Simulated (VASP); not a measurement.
An input for Ansatz (written as the equivalent of a VASP run, and not itself run):

Ansatz 0.2 input:
```yaml
crystal:
  lattice:
    - [4.1288031, 0.0000000, 0.0000000]
    - [0.0000000, 4.1288031, 0.0000000]
    - [0.0000000, 0.0000000, 4.1288031]
  atoms:
    - { symbol: K, position: [0.0000000, 0.0000000, 0.0000000] }
    - { symbol: Zn, position: [0.5000000, 0.5000000, 0.5000000] }
    - { symbol: F, position: [0.5000000, 0.0000000, 0.5000000] }
    - { symbol: F, position: [0.0000000, 0.5000000, 0.5000000] }
    - { symbol: F, position: [0.5000000, 0.5000000, 0.0000000] }
kpoints:
  mp_grid: { grid: [5, 5, 5] }
hamiltonian:
  xc: pbe
  pseudopotentials: { kind: paw }
scf:
  occupations: { method: gaussian, width: 0.05 }
  max_iter: 100
relax:
  max_steps: 60
  f_tol: 0.02
  cell: {}
output: { forces: true, stress: true, eigenvalues: true }
```

**Question.** Write the VASP files for the same calculation (PBE).

**Answer.** This is not unique; one that fits is 
INCAR:
```
! general
SYSTEM  = KZnF3
PREC    = Accurate
ENCUT   = 520
LREAL   = .False.   ! projection in real space or not
LASPH   = .True.   ! aspherical one-centre terms

! electronic loop
EDIFF   = 1E-6   ! SCF stop (eV)
NELM    = 100   ! most electronic steps
ALGO    = Normal
LMAXMIX = 4   ! l cut-off of mixed one-centre charges

! smearing
ISMEAR  = 0   ! Gaussian
SIGMA   = 0.05   ! width (eV)

! functional
GGA     = PE   ! PBE

! ions
IBRION  = 2   ! conjugate gradients
NSW     = 60
ISIF    = 3   ! ions, shape and volume
EDIFFG  = -0.02   ! ionic stop

! output
LWAVE   = .False.
LCHARG  = .False.
```

POSCAR:
```
KZnF3
1.0
  4.1288031458   0.0000000000   0.0000000000
  0.0000000000   4.1288031458   0.0000000000
  0.0000000000   0.0000000000   4.1288031458
K Zn F
1 1 3
Cart
  0.0000000000   0.0000000000   0.0000000000
  2.0644015729   2.0644015729   2.0644015729
  2.0644015729   0.0000000000   2.0644015729
  0.0000000000   2.0644015729   2.0644015729
  2.0644015729   2.0644015729   0.0000000000
```

**KPOINTS**
```
Automatic
0
gamma
  5 5 5
```

POTCAR, in this order: K_sv Zn F (PBE.64 set). Program: vasp_std.

Limits of the translation: each code has its own PAW files, so the cut-off isn't converted (ENCUT is set for VASP's; basis.ecutwfc is left out, and Ansatz then takes the one that its files recommend); Ansatz stops its SCF on the density residual and VASP on the energy change (EDIFF).

The compound is KZnF3 in the cubic perovskite structure. It was relaxed first, which changed the volume by +6 %. The start is the result of an earlier pass.
